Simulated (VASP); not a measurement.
```
BN
1.0
    1.24791    -2.16144     0.00000
    1.24791     2.16144     0.00000
    0.00000     0.00000     6.00515
B N
2 2
Direct
  0.33333   0.66667   0.25000
  0.66667   0.33333   0.75000
  0.66667   0.33333   0.25000
  0.33333   0.66667   0.75000
```

Method: PBEsol GGA, VASP's PBE PAW potentials (set 64) (plane waves; VASP 6.6.1). Numerical set-up: 620 eV cut-off, 10×10×4 Γ-centred mesh, Gaussian smearing of 0.050 eV, potentials B N.

Without a dispersion term in the relaxation, distances and binding between the weakly bound layers, chains or molecules are unreliable, and so is what depends on them.

### Question
What does the run give for the energy per atom (σ→0), pressure?

### Answer

| Item | Result |
|---|---|
| energy per atom (σ→0) | -880.7 kJ/mol-atom |
| pressure | 49.6 kbar |

Only differences to runs with the same potentials and settings are physical.

The compound is BN in the hex structure. It was relaxed first under an external pressure of 5 GPa.
